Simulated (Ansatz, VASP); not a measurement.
One calculation of ScGe4, two programs

```
CELL_PARAMETERS angstrom
4.00595 0.00000 -0.03436
0.00000 6.22558 0.00000
-0.14447 0.00000 4.20214
ATOMIC_POSITIONS crystal
Sc 0.50000 0.48639 0.50000
Ge 0.79859 0.87787 0.72570
Ge 0.50000 0.18861 0.00000
Ge 0.20141 0.87787 0.27430
Ge 0.00000 0.48675 0.00000
```

Alike in both runs: functional PBE; k mesh 10 × 6 × 10; occupations gaussian, width 0.1 eV; no spin polarisation.

Ansatz relaxed the structure, and its values are those at the end. VASP's run is a single point on that final structure, the one shown.

|  | VASP | Ansatz |
| --- | --- | --- |
| version | VASP 6.6.1 | Ansatz 0.2.0 |
| potentials or method | VASP PAW PBE potentials, release 64 (Sc_sv, Ge_d) | scalar-relativistic, plane waves, PAW |
| plane-wave cutoff (eV) | 520 | 420 |
| valence electrons in the cell | 67 | 67 |

|  | VASP | Ansatz | Ansatz less VASP |
| --- | --- | --- | --- |
| gap on the k mesh at the Fermi level (eV) | none | none | - |
| pressure (GPa) | 0.0 | 0.0 | -0.04 |
| rms of the force components (eV/Å) | 0.003 | 0.003 | -0.0003 |

A gap of «none» marks a metal or a gap that the smearing closes.
